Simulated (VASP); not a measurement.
Input:

```
Cd
1.0
    1.48692    -2.57541     0.00000
    1.48692     2.57541     0.00000
    0.00000     0.00000     5.50429
Cd
2
Direct
  0.33333   0.66667   0.25000
  0.66667   0.33333   0.75000
```

The numbers are results of AM05 GGA, VASP's PBE PAW potentials (set 64) (plane waves; VASP), not measurements. Numerical set-up: 520 eV cut-off, Gaussian smearing of 0.050 eV, potentials Cd.

### Question
Give the energies of bands 11 to 15 at the high-symmetry points, in eV from the Fermi level.

### Answer

```tsv
band	Γ	M	K	A	L	H
11	-8.44	-2.47	-0.06	-7.48	-1.64	0.96
12	-3.11	-1.93	-0.06	-7.48	-1.64	0.96
13	-2.79	2.15	0.29	4.09	0.09	1.56
14	11.21	3.05	4.51	4.09	0.09	1.56
15	14.34	3.41	5.10	14.69	8.42	1.81
```

It has no gap at this level: it comes out as a metal or semimetal.

The compound is Cd in the hcp structure. It was relaxed first.
